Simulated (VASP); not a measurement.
Method: PBE GGA, VASP's PBE PAW potentials (set 64) (plane waves; VASP).

Input for VASP

### INCAR
```
SYSTEM  =  LaB
PREC  =  Accurate; ENCUT  =  520; LREAL  =  .FALSE.
LASPH  =  .TRUE.
EDIFF  =  1E-7; NELM  =  100; ALGO  =  Normal
LMAXMIX  =  6
ISMEAR  =  -5
GGA  =  PE
ISIF  =  2
LWAVE  =  .FALSE.; LCHARG  =  .TRUE.; LORBIT  =  11
NEDOS  =  601
LEFG  =  .TRUE.
```

**POSCAR**
```
LaB
1
    4.3141225709     0.0000000000     0.0000000000
   -2.1570612855     3.7361399576    -0.0000000000
   -0.0000000000     0.0000000000     6.7839452369
La B
2 2
Direct
  0.3333330000   0.6666670000   0.9946624022
  0.6666670000   0.3333330000   0.4946624022
  0.3333330000   0.6666670000   0.3803375978
  0.6666670000   0.3333330000   0.8803375978
```

KPOINTS:
```
K-points
0
G
  9 9 5
```

POTCAR, in this order: La B (PBE.64 set). Program: vasp_std.

Question: What does the run give for the energy per atom (σ→0), band gap (on the k-mesh)?

Answer: 
```yaml
energy per atom (σ→0): -4.961 eV/atom
band gap (on the k-mesh): none (metal, semimetal or under 0.01 eV)
```

OSZICAR:
```
...
DAV:   9    -0.198453585165E+02   -0.20131E-02   -0.19254E-02  2592   0.122E+00    0.149E-01
DAV:  10    -0.198451189421E+02    0.23957E-03   -0.13865E-03  2160   0.309E-01    0.706E-02
DAV:  11    -0.198451777630E+02   -0.58821E-04   -0.65516E-04  2448   0.158E-01    0.181E-02
DAV:  12    -0.198451641898E+02    0.13573E-04   -0.88810E-05  2264   0.494E-02    0.715E-03
DAV:  13    -0.198451642172E+02   -0.27429E-07   -0.88814E-06  2328   0.220E-02    0.200E-03
DAV:  14    -0.198451644728E+02   -0.25563E-06   -0.70137E-07  1664   0.741E-03    0.721E-04
DAV:  15    -0.198451645054E+02   -0.32520E-07   -0.39820E-08   864   0.528E-03
   1 F= -.19845165E+02 E0= -.19845165E+02  d E =0.000000E+00
```

The structure was generated: LaB was put into the wurtzite type (P6_3mc), which need not be its known phase. It was relaxed first, which changed the volume by -28 %.
